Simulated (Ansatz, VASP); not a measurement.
**HoBi: VASP beside Ansatz**

Wanted: the spread between two codes on one cell, functional and k mesh. The cell is taken from a series of VASP runs on this material, whose earlier steps may have relaxed, scaled or displaced it; both programs get it as it stands.

Calculated with Ansatz 0.2.0; plane waves, with VASP 6.6.1 beside it; relaxation of cell and atoms at r2SCAN with rVV10, DFT+U.

In doubt: a part-filled 4f shell, where there is one, can sit in one of many states, so energies may not be the lowest and differences between runs may mislead; derivatives with an open 4f shell can jump between states, which bears on forces and vibrations.

### Step 1. The structure

It takes space group Fm-3m (No. 225, cubic). The conventional cell has a = 6.256 Å, b = 6.256 Å, c = 6.256 Å, α = 90.00°, β = 90.00°, γ = 90.00°. Nearest to Ho lie 6 Bi at 3.13 Å. Bi has 6 Ho at 3.13 Å nearest. Farther neighbours are not listed.

Coordinates:

```xyz
2
Lattice="0.0000 3.1281 3.1281 3.1281 0.0000 3.1281 3.1281 3.1281 0.0000" Properties=species:S:1:pos:R:3 pbc="T T T"
Ho    0.0000    0.0000    0.0000
Bi    3.1281    3.1281    3.1281
```

### Step 2. VASP: relaxation of cell and atoms, r2SCAN with rVV10, DFT+U

The relaxed volume is the usual yardstick between codes: its relative difference is about their pressure difference at one cell divided by the bulk modulus.

Lines of VASP's logs that name or quote its potential files are left out, and so is its time.

INCAR reads:

```
SYSTEM = HoBi
PREC = Accurate
ENCUT = 450
EDIFF = 1E-06
NELM = 150
ISMEAR = 1
SIGMA = 0.2
LREAL = .FALSE.
ALGO = Normal
METAGGA = R2SCAN
LUSE_VDW = .TRUE.
IVDW_NL = 2
BPARAM = 11.95
CPARAM = 0.0093
LASPH = .TRUE.
NBANDS = 25
ISPIN = 2
MAGMOM = 4 0
LDAU = .TRUE.
LDAUTYPE = 2
LDAUL = 3 -1
LDAUU = 7 0
LDAUJ = 0 0
LDAUPRINT = 1
LMAXMIX = 6
AMIX = 0.2
BMIX = 1E-04
AMIX_MAG = 0.8
BMIX_MAG = 1E-04
LORBIT = 11
LWAVE = .FALSE.
LCHARG = .FALSE.
KPAR = 2
IBRION = 2
NSW = 60
ISIF = 3
EDIFFG = -0.01
```

POSCAR reads:

```
HoBi
1.0
    0.0000000000      3.1281455608      3.1281455608
    3.1281455608      0.0000000000      3.1281455608
    3.1281455608      3.1281455608      0.0000000000
Ho Bi
1 1
Direct
    0.0000000000      0.0000000000      0.0000000000
    0.5000000000      0.5000000000      0.5000000000
```

KPOINTS reads:

```
Automatic mesh
0
Gamma
6 6 6
0 0 0
```

Potentials, in the order of the species: Ho and Bi_d (PBE family, release 64).

The run is started by

```
mpirun -np 2 vasp_std
```

Numbers of over 12 decimals in the logs are rounded to 6 here.

The program printed:

```text
[banner, memory and clock lines left out]
running    2 mpi-ranks, on    1 nodes
 distrk:  each k-point on    1 cores,    2 groups
 distr:  one band on    1 cores,    1 groups

 POSCAR found type information on POSCAR HoBi
 POSCAR found :  2 types and       2 ions
|                                                                             |
|               ----> ADVICE to this user running VASP <----                  |
|                                                                             |
|     You have switched on vdW-DFT.                                           |
|     This routine was written and supplied by Jiri Klimes. We recommend      |
|     that you carefully read and cite the following publications:            |
|       J. Klimes, D.R. Bowler, A. Michelides                                 |
|          J. Phys.: Cond Matt. 22 022201 (2010)                              |
|       J. Klimes, D.R. Bowler, A. Michelides                                 |
|          Phys. Rev. B. 83, 195131 (2011)                                    |
|     and references therein.                                                 |
|                                                                             |

|                                                                             |
|               ----> ADVICE to this user running VASP <----                  |
|                                                                             |
|     You enforced a specific xc type in the INCAR file but a different       |
|     [... a line on the potential file left out ...]
|     I HOPE YOU KNOW WHAT YOU ARE DOING!                                     |
|                                                                             |

 LDA part: xc-table for (None), standard interpolation
 POSCAR, INCAR and KPOINTS ok, starting setup
 FFT: planning ... GRIDC
 FFT: planning ... GRID_SOFT
 FFT: planning ... GRID
 WAVECAR not read
 entering main loop
       N       E                     dE             d eps       ncg     rms          rms(c)
Total rVV10 correction in eV:      1.0043031    37.5212043
Total rVV10 correction in eV:      1.0043031    37.5212043
DAV:   1     0.193054246122E+03    0.19305E+03   -0.14909E+04  2160   0.669E+03
DAV:   2    -0.507269357849E+02   -0.24378E+03   -0.23138E+03  2080   0.642E+02
DAV:   3    -0.907068893161E+02   -0.39980E+02   -0.38840E+02  2399   0.175E+02
DAV:   4    -0.944013761171E+02   -0.36945E+01   -0.36372E+01  2921   0.450E+01
DAV:   5    -0.949096840971E+02   -0.50831E+00   -0.48856E+00  2944   0.160E+01    0.512E+01
Total rVV10 correction in eV:      0.9960265    37.5212039
Total rVV10 correction in eV:      0.9960265    37.5212039
DAV:   6    -0.894802437339E+02    0.54294E+01   -0.17964E+01  1752   0.127E+02    0.509E+01
Total rVV10 correction in eV:      1.0067088    37.5212039
Total rVV10 correction in eV:      1.0067088    37.5212039
DAV:   7    -0.887798133587E+02    0.70043E+00   -0.18892E+01  2208   0.645E+01    0.268E+01
Total rVV10 correction in eV:      1.0054782    37.5212041
Total rVV10 correction in eV:      1.0054782    37.5212041
DAV:   8    -0.900534248707E+02   -0.12736E+01   -0.12846E+00  2836   0.281E+01    0.192E+01
Total rVV10 correction in eV:      1.0085544    37.5212037
Total rVV10 correction in eV:      1.0085544    37.5212037
DAV:   9    -0.931565323053E+02   -0.31031E+01   -0.11788E+00  2413   0.644E+01    0.123E+01
Total rVV10 correction in eV:      1.0095562    37.5212037
Total rVV10 correction in eV:      1.0095562    37.5212037
DAV:  10    -0.932488324263E+02   -0.92300E-01   -0.11489E+00  2804   0.206E+01    0.147E+01
Total rVV10 correction in eV:      1.0093931    37.5212037
Total rVV10 correction in eV:      1.0093931    37.5212037
DAV:  11    -0.930301857779E+02    0.21865E+00   -0.31878E-01  2983   0.841E+00    0.199E+01
Total rVV10 correction in eV:      1.0110960    37.5212037
Total rVV10 correction in eV:      1.0110960    37.5212037
DAV:  12    -0.938854639436E+02   -0.85528E+00   -0.30366E-01  2525   0.126E+01    0.271E+01
Total rVV10 correction in eV:      1.0110713    37.5212037
Total rVV10 correction in eV:      1.0110713    37.5212037
DAV:  13    -0.938872858510E+02   -0.18219E-02   -0.39947E-02  2598   0.106E+00    0.202E+01
Total rVV10 correction in eV:      1.0108892    37.5212037
Total rVV10 correction in eV:      1.0108892    37.5212037
DAV:  14    -0.938830676165E+02    0.42182E-02   -0.19394E-02  2432   0.349E+00    0.203E+01
Total rVV10 correction in eV:      1.0084222    37.5212037
Total rVV10 correction in eV:      1.0084222    37.5212037
DAV:  15    -0.945031638945E+02   -0.62010E+00   -0.49279E-01  2327   0.174E+01    0.392E+01
[...]
Total rVV10 correction in eV:      1.0019936    37.5212037
DAV:  75    -0.949123722784E+02   -0.70299E-04   -0.31694E-03  2925   0.350E-01    0.117E+01
Total rVV10 correction in eV:      1.0022888    37.5212037
Total rVV10 correction in eV:      1.0022888    37.5212037
DAV:  76    -0.949113384875E+02    0.10338E-02   -0.22305E-03  2441   0.112E+00    0.108E+01
Total rVV10 correction in eV:      1.0015206    37.5212037
Total rVV10 correction in eV:      1.0015206    37.5212037
DAV:  77    -0.949125406041E+02   -0.12021E-02   -0.10242E-02  2263   0.250E+00    0.959E+00
Total rVV10 correction in eV:      1.0019493    37.5212037
[...]
Total rVV10 correction in eV:      1.0027423    37.5212037
DAV:  91    -0.949108537450E+02    0.86591E-04   -0.44154E-04  2237   0.505E-01    0.703E-01
Total rVV10 correction in eV:      1.0027932    37.5212037
Total rVV10 correction in eV:      1.0027932    37.5212037
DAV:  92    -0.949108907043E+02   -0.36959E-04   -0.64303E-05  2412   0.181E-01    0.664E-01
Total rVV10 correction in eV:      1.0028213    37.5212037
Total rVV10 correction in eV:      1.0028213    37.5212037
DAV:  93    -0.949109097765E+02   -0.19072E-04   -0.18118E-05  2280   0.922E-02    0.669E-01
Total rVV10 correction in eV:      1.0027463    37.5212037
Total rVV10 correction in eV:      1.0027463    37.5212037
DAV:  94    -0.949108581544E+02    0.51622E-04   -0.15523E-04  2294   0.295E-01    0.623E-01
Total rVV10 correction in eV:      1.0027502    37.5212037
Total rVV10 correction in eV:      1.0027502    37.5212037
DAV:  95    -0.949108739477E+02   -0.15793E-04   -0.35197E-05  2913   0.454E-02    0.515E-01
Total rVV10 correction in eV:      1.0027501    37.5212037
Total rVV10 correction in eV:      1.0027501    37.5212037
DAV:  96    -0.949108754643E+02   -0.15166E-05   -0.49637E-06  2119   0.433E-02    0.461E-01
Total rVV10 correction in eV:      1.0028588    37.5212037
Total rVV10 correction in eV:      1.0028588    37.5212037
DAV:  97    -0.949109190122E+02   -0.43548E-04   -0.17796E-04  2287   0.324E-01    0.296E-01
Total rVV10 correction in eV:      1.0028407    37.5212037
Total rVV10 correction in eV:      1.0028407    37.5212037
DAV:  98    -0.949109210383E+02   -0.20261E-05   -0.24069E-05  2640   0.816E-02    0.270E-01
Total rVV10 correction in eV:      1.0028517    37.5212037
Total rVV10 correction in eV:      1.0028517    37.5212037
DAV:  99    -0.949109239559E+02   -0.29176E-05   -0.14365E-06  1353   0.138E-02    0.225E-01
Total rVV10 correction in eV:      1.0028428    37.5212037
Total rVV10 correction in eV:      1.0028428    37.5212037
DAV: 100    -0.949109277458E+02   -0.37899E-05   -0.23805E-05  2393   0.105E-01    0.118E-01
Total rVV10 correction in eV:      1.0028460    37.5212037
Total rVV10 correction in eV:      1.0028460    37.5212037
DAV: 101    -0.949109304096E+02   -0.26638E-05   -0.25871E-06  1764   0.201E-02    0.122E-01
Total rVV10 correction in eV:      1.0028464    37.5212037
Total rVV10 correction in eV:      1.0028464    37.5212037
DAV: 102    -0.949109308920E+02   -0.48241E-06   -0.74970E-07   941   0.196E-02
Total rVV10 correction in eV:      1.0028797    37.5212037
Total rVV10 correction in eV:      1.0028797    37.5212037
Total rVV10 correction in eV:      1.0028502    37.5212037
Total rVV10 correction in eV:      1.0028502    37.5212037
   1 F= -.94910931E+02 E0= -.94911067E+02  d E =-.949109E+02  mag=     4.0396
 curvature:   0.00 expect dE= 0.000E+00 dE for cont linesearch  0.000E+00
 trial: gam= 0.00000 g(F)=  0.117E-63 g(S)=  0.838E-04 ort = 0.000E+00 (trialstep = 0.100E+01)
 search vector abs. value=  0.838E-04
 bond charge predicted
       N       E                     dE             d eps       ncg     rms          rms(c)
Total rVV10 correction in eV:      1.0027384    37.5212037
Total rVV10 correction in eV:      1.0027384    37.5212037
DAV:   1    -0.949127057644E+02   -0.17754E-02   -0.60529E-02  2191   0.411E+00    0.357E+00
Total rVV10 correction in eV:      1.0027786    37.5212037
Total rVV10 correction in eV:      1.0027786    37.5212037
DAV:   2    -0.949134505860E+02   -0.74482E-03   -0.74833E-03  2697   0.896E-01    0.464E+00
Total rVV10 correction in eV:      1.0023342    37.5212037
Total rVV10 correction in eV:      1.0023342    37.5212037
DAV:   3    -0.949162134420E+02   -0.27629E-02   -0.78960E-03  2394   0.210E+00    0.894E+00
Total rVV10 correction in eV:      1.0029313    37.5212037
Total rVV10 correction in eV:      1.0029313    37.5212037
DAV:   4    -0.949122557782E+02    0.39577E-02   -0.11257E-02  2295   0.262E+00    0.485E+00
Total rVV10 correction in eV:      1.0035742    37.5212037
Total rVV10 correction in eV:      1.0035742    37.5212037
DAV:   5    -0.949106273940E+02    0.16284E-02   -0.19370E-02  2796   0.273E+00    0.264E+00
Total rVV10 correction in eV:      1.0034983    37.5212037
Total rVV10 correction in eV:      1.0034983    37.5212037
DAV:   6    -0.949108482358E+02   -0.22084E-03   -0.18719E-03  2726   0.448E-01    0.210E+00
Total rVV10 correction in eV:      1.0034976    37.5212037
Total rVV10 correction in eV:      1.0034976    37.5212037
DAV:   7    -0.949108644232E+02   -0.16187E-04   -0.11689E-04  2886   0.627E-02    0.213E+00
Total rVV10 correction in eV:      1.0035172    37.5212037
Total rVV10 correction in eV:      1.0035172    37.5212037
DAV:   8    -0.949108504284E+02    0.13995E-04   -0.28144E-05  2444   0.105E-01    0.246E+00
Total rVV10 correction in eV:      1.0035101    37.5212037
Total rVV10 correction in eV:      1.0035101    37.5212037
DAV:   9    -0.949108732081E+02   -0.22780E-04   -0.19500E-05  2131   0.104E-01    0.203E+00
Total rVV10 correction in eV:      1.0035065    37.5212037
Total rVV10 correction in eV:      1.0035065    37.5212037
DAV:  10    -0.949108923434E+02   -0.19135E-04   -0.20235E-05  2473   0.888E-02    0.151E+00
Total rVV10 correction in eV:      1.0035557    37.5212037
Total rVV10 correction in eV:      1.0035557    37.5212037
DAV:  11    -0.949109523525E+02   -0.60009E-04   -0.11313E-04  2274   0.266E-01    0.510E-01
Total rVV10 correction in eV:      1.0036327    37.5212037
Total rVV10 correction in eV:      1.0036327    37.5212037
DAV:  12    -0.949108979511E+02    0.54401E-04   -0.13648E-04  2921   0.206E-01    0.666E-01
Total rVV10 correction in eV:      1.0036517    37.5212037
Total rVV10 correction in eV:      1.0036517    37.5212037
DAV:  13    -0.949108838182E+02    0.14133E-04   -0.47769E-05  3091   0.875E-02    0.240E-01
Total rVV10 correction in eV:      1.0036630    37.5212037
Total rVV10 correction in eV:      1.0036630    37.5212037
DAV:  14    -0.949108847594E+02   -0.94120E-06   -0.90719E-06  2528   0.437E-02
Total rVV10 correction in eV:      1.0036992    37.5212037
Total rVV10 correction in eV:      1.0036992    37.5212037
Total rVV10 correction in eV:      1.0036682    37.5212037
Total rVV10 correction in eV:      1.0036682    37.5212037
   2 F= -.94910885E+02 E0= -.94911085E+02  d E =0.461327E-04  mag=     4.0390
 trial-energy change:    0.000046  1 .order   -0.000053   -0.000084   -0.000022
 step:   1.3456(harm=  1.3456)  dis= 0.00000  next Energy=   -94.910987 (dE=-0.564E-04)
 reached required accuracy - stopping structural energy minimisation
```

(Continued in part 2 of 3.)

[Lines on the potential files, build, host, timing and source positions are cut from VASP's logs without a mark.]

[Logs are printed without paths, hosts, clocks, repeated set-up lines and the standing remarks that a program may print on its own settings, such as how far it seeks lower states.]

[Hosts, paths, dates, database ids (printed as entryN), source tags and the programs' standing remarks are cut or masked in the printed files.]
